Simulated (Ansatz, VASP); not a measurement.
# Si: VASP beside Ansatz

```xyz
2
Lattice="0.0000 2.8009 2.5113 2.8009 0.0000 2.5113 2.8009 2.8009 0.0000" Properties=species:S:1:pos:R:3 pbc="T T T"
Si    2.8009    2.8009    2.5113
Si    4.2013    4.2013    3.7669
```

Alike in both runs: task single point; functional LDA; k mesh 12 × 12 × 12; occupations gaussian, width 0.05 eV; no spin polarisation.

|  | VASP | Ansatz |
| --- | --- | --- |
| version | VASP 6.6.1 | Ansatz 0.2.0 |
| potentials or method | VASP PAW LDA potentials, release 64 (Si) | scalar-relativistic, plane waves, PAW |
| plane-wave cutoff (eV) | 520 | 420 |
| valence electrons in the cell | 8 | 8 |

Ansatz gave:

```
gap on the k mesh at the Fermi level (eV)       : none
pressure (GPa)                                  : -0.5
largest component of the traceless stress (GPa) : 5.28
```

**Question.** Estimate VASP's values.

**Answer.** gap on the k mesh at the Fermi level (eV): none; pressure (GPa): -0.5; largest component of the traceless stress (GPa): 5.27.

A gap of «none» marks a metal or a gap that the smearing closes. Ansatz warned: «pseudo_functional_mismatch».
